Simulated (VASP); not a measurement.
All values below come from LDA (Ceperley-Alder, Perdew-Zunger), VASP's LDA PAW potentials (set 64) (plane waves; VASP).

Input for VASP

**KPOINTS**
```
Regular mesh
0
G
 11 11 6
```

POSCAR:
```
Tl
1
    1.7300000000    -2.9964480000     0.0000000000
    1.7300000000     2.9964480000     0.0000000000
    0.0000000000     0.0000000000     5.5200000000
Tl
2
Direct
  0.3333330000   0.6666670000   0.2500000000
  0.6666670000   0.3333330000   0.7500000000
```

**INCAR**
```
# general
SYSTEM =Tl
PREC   =Accurate
ENCUT  =520
LREAL  =.FALSE.
LASPH  =.TRUE.

# electronic loop
EDIFF  =1E-6
NELM   =100
ALGO   =Normal
LMAXMIX=4

# smearing
ISMEAR =1
SIGMA  =0.1

# ions
IBRION =2
NSW    =60
ISIF   =3
EDIFFG =-0.01

# output
LWAVE  =.FALSE.
LCHARG =.FALSE.
```

POTCAR, in this order: Tl_d (LDA.64 set). Program: vasp_std.

The resulting files:

**OSZICAR**
```
       N       E                     dE             d eps       ncg     rms          rms(c)
DAV:   1     0.126840737015E+03    0.12684E+03   -0.14419E+04  2192   0.144E+03
DAV:   2    -0.375500863492E+01   -0.13060E+03   -0.12900E+03  2318   0.296E+02
DAV:   3    -0.591256129693E+01   -0.21576E+01   -0.21146E+01  2657   0.338E+01
DAV:   4    -0.592465601520E+01   -0.12095E-01   -0.12093E-01  2425   0.257E+00
DAV:   5    -0.592478013273E+01   -0.12412E-03   -0.12412E-03  2503   0.269E-01    0.311E+00
DAV:   6    -0.587020248882E+01    0.54578E-01   -0.10451E-01  2300   0.273E+00    0.217E+00
DAV:   7    -0.585998405578E+01    0.10218E-01   -0.41728E-02  2283   0.168E+00    0.746E-01
DAV:   8    -0.585903476999E+01    0.94929E-03   -0.30389E-03  2306   0.485E-01    0.366E-02
DAV:   9    -0.585903690231E+01   -0.21323E-05   -0.12448E-05  2707   0.339E-02    0.704E-03
DAV:  10    -0.585903673643E+01    0.16587E-06   -0.10152E-06  1358   0.922E-03
   1 F= -.58590367E+01 E0= -.58585812E+01  d E =-.585904E+01
       N       E                     dE             d eps       ncg     rms          rms(c)
DAV:   1    -0.652451649803E+01   -0.66548E+00   -0.11761E+01  2181   0.310E+01    0.443E+00
DAV:   2    -0.594407546185E+01    0.58044E+00   -0.13692E+00  2178   0.107E+01    0.140E+00
DAV:   3    -0.587727909923E+01    0.66796E-01   -0.25392E-01  2184   0.459E+00    0.101E+00
DAV:   4    -0.587513436860E+01    0.21447E-02   -0.13354E-02  2241   0.726E-01    0.826E-02
DAV:   5    -0.587480100988E+01    0.33336E-03   -0.19196E-03  2339   0.386E-01    0.860E-02
DAV:   6    -0.587482028409E+01   -0.19274E-04   -0.31732E-05  2285   0.404E-02    0.862E-03
DAV:   7    -0.587481943952E+01    0.84456E-06   -0.63301E-06  2310   0.215E-02
   2 F= -.58748194E+01 E0= -.58743667E+01  d E =-.157827E-01
       N       E                     dE             d eps       ncg     rms          rms(c)
DAV:   1    -0.587776290565E+01   -0.29426E-02   -0.53214E-02  2189   0.214E+00    0.304E-01
DAV:   2    -0.587520870392E+01    0.25542E-02   -0.56117E-03  2180   0.659E-01    0.987E-02
DAV:   3    -0.587488257113E+01    0.32613E-03   -0.11452E-03  2193   0.306E-01    0.755E-02
DAV:   4    -0.587487159373E+01    0.10977E-04   -0.58259E-05  2242   0.479E-02    0.111E-02
DAV:   5    -0.587486899297E+01    0.26008E-05   -0.17791E-05  2295   0.369E-02    0.600E-03
DAV:   6    -0.587486887235E+01    0.12062E-06   -0.52341E-07  1129   0.651E-03
   3 F= -.58748689E+01 E0= -.58744227E+01  d E =-.158321E-01
       N       E                     dE             d eps       ncg     rms          rms(c)
DAV:   1    -0.587516158195E+01   -0.29259E-03   -0.54257E-03  2191   0.684E-01    0.969E-02
DAV:   2    -0.587490251097E+01    0.25907E-03   -0.56556E-04  2181   0.209E-01    0.316E-02
DAV:   3    -0.587486919433E+01    0.33317E-04   -0.11632E-04  2192   0.973E-02    0.244E-02
DAV:   4    -0.587486805772E+01    0.11366E-05   -0.56598E-06  1841   0.150E-02    0.319E-03
DAV:   5    -0.587486780393E+01    0.25379E-06   -0.17081E-06  1097   0.117E-02
   4 F= -.58748678E+01 E0= -.58744195E+01  d E =-.158311E-01
       N       E                     dE             d eps       ncg     rms          rms(c)
DAV:   1    -0.588192289833E+01   -0.70548E-02   -0.24584E-01  2267   0.389E+00    0.343E-01
DAV:   2    -0.587770855275E+01    0.42143E-02   -0.34662E-03  2223   0.593E-01    0.196E-01
DAV:   3    -0.587581580155E+01    0.18928E-02   -0.33987E-03  2291   0.560E-01    0.489E-02
DAV:   4    -0.587581983976E+01   -0.40382E-05   -0.24391E-04  2310   0.132E-01    0.117E-02
DAV:   5    -0.587581852575E+01    0.13140E-05   -0.93343E-06  2385   0.304E-02    0.566E-03
DAV:   6    -0.587581819671E+01    0.32904E-06   -0.97014E-07  1251   0.924E-03
   5 F= -.58758182E+01 E0= -.58756497E+01  d E =-.950393E-03
       N       E                     dE             d eps       ncg     rms          rms(c)
DAV:   1    -0.588407234929E+01   -0.82538E-02   -0.31488E-01  2267   0.440E+00    0.387E-01
DAV:   2    -0.587876185149E+01    0.53105E-02   -0.44599E-03  2240   0.669E-01    0.221E-01
DAV:   3    -0.587634674953E+01    0.24151E-02   -0.43335E-03  2304   0.630E-01    0.552E-02
DAV:   4    -0.587635053506E+01   -0.37855E-05   -0.31167E-04  2286   0.149E-01    0.131E-02
DAV:   5    -0.587634909547E+01    0.14396E-05   -0.11355E-05  2403   0.333E-02    0.640E-03
DAV:   6    -0.587634873131E+01    0.36416E-06   -0.11625E-06  1376   0.101E-02
   6 F= -.58763487E+01 E0= -.58764429E+01  d E =-.148093E-02
       N       E                     dE             d eps       ncg     rms          rms(c)
DAV:   1    -0.587670887351E+01   -0.35978E-03   -0.14057E-02  2283   0.932E-01    0.815E-02
DAV:   2    -0.587647360045E+01    0.23527E-03   -0.19881E-04  2251   0.143E-01    0.466E-02
DAV:   3    -0.587636584065E+01    0.10776E-03   -0.19480E-04  2304   0.134E-01    0.120E-02
DAV:   4    -0.587636597938E+01   -0.13874E-06   -0.14450E-05  2284   0.322E-02    0.279E-03
DAV:   5    -0.587636589726E+01    0.82122E-07   -0.55853E-07  1209   0.758E-03
   7 F= -.58763659E+01 E0= -.58765044E+01  d E =-.149809E-02
       N       E                     dE             d eps       ncg     rms          rms(c)
DAV:   1    -0.587637903577E+01   -0.13056E-04   -0.54870E-04  2273   0.184E-01    0.163E-02
DAV:   2    -0.587636962391E+01    0.94119E-05   -0.79387E-06  2255   0.286E-02    0.933E-03
DAV:   3    -0.587636532846E+01    0.42955E-05   -0.77605E-06  2314   0.269E-02    0.242E-03
DAV:   4    -0.587636533072E+01   -0.22656E-08   -0.55481E-07  1115   0.645E-03
   8 F= -.58763653E+01 E0= -.58764952E+01  d E =-.149753E-02
       N       E                     dE             d eps       ncg     rms          rms(c)
DAV:   1    -0.587748696864E+01   -0.11216E-02   -0.20731E-02  2185   0.134E+00    0.189E-01
DAV:   2    -0.587651084809E+01    0.97612E-03   -0.21233E-03  2196   0.405E-01    0.618E-02
DAV:   3    -0.587638325281E+01    0.12760E-03   -0.43688E-04  2222   0.189E-01    0.474E-02
DAV:   4    -0.587637838270E+01    0.48701E-05   -0.22191E-05  2249   0.308E-02    0.606E-03
DAV:   5    -0.587637748659E+01    0.89610E-06   -0.68738E-06  2186   0.231E-02
   9 F= -.58763775E+01 E0= -.58765175E+01  d E =-.121559E-04
```

File OUTCAR:
```
------------------------ aborting loop because EDIFF is reached ----------------------------------------
  FORCE on cell =-STRESS in cart. coord.  units (eV):
  Direction    XX          YY          ZZ          XY          YZ          ZX
  --------------------------------------------------------------------------------------
  Total       -0.0176511     -0.0176511     -0.0155172      0.0000000      0.0000000      0.0000000
  in kB       -0.5187088     -0.5187088     -0.4560026      0.0000000      0.0000000      0.0000000
  external PRESSURE =      -0.4978067 kB  Pullay stress =       0.0000000 kB
  volume of cell :       54.52
      direct lattice vectors                 reciprocal lattice vectors
     1.692333309 -2.931207370 -0.000000000     0.295450073 -0.170578174  0.000000000
     1.692333309  2.931207370  0.000000000     0.295450073  0.170578174  0.000000000
    -0.000000000 -0.000000000  5.495352787    -0.000000000 -0.000000000  0.181971939
 POSITION                                       TOTAL-FORCE (eV/Angst)
 -----------------------------------------------------------------------------------
      1.69233      0.97707      1.37384        -0.000000     -0.000000     -0.000000
      1.69233     -0.97707      4.12151         0.000000      0.000000      0.000000
 -----------------------------------------------------------------------------------
    total drift:                               -0.000009      0.000446      0.000009
  FREE ENERGIE OF THE ION-ELECTRON SYSTEM (eV)
  ---------------------------------------------------
  free  energy   TOTEN  =        -5.8763774866 eV

  energy  without entropy=       -5.8767975468  energy(sigma->0) =       -5.87651751

 reached required accuracy - stopping structural energy minimisation
```
(Selected blocks of OUTCAR.)

File CONTCAR:
```
Tl
   1.00000000000000
     1.6923333086092169   -2.9312073700834884   -0.0000000000000000
     1.6923333086092169    2.9312073700834884    0.0000000000000000
    -0.0000000000000000   -0.0000000000000000    5.4953527872763548
  Tl
     2
Direct
     0.3333330000000032    0.6666669999999968    0.2500000000000000
     0.6666669999999968    0.3333330000000032    0.7500000000000000
```

Energy and stress use the plane-wave basis of the starting cell.

The compound is Tl in the hcp structure. This run relaxes it. Symmetry was kept, so distortions that lower it aren't found.
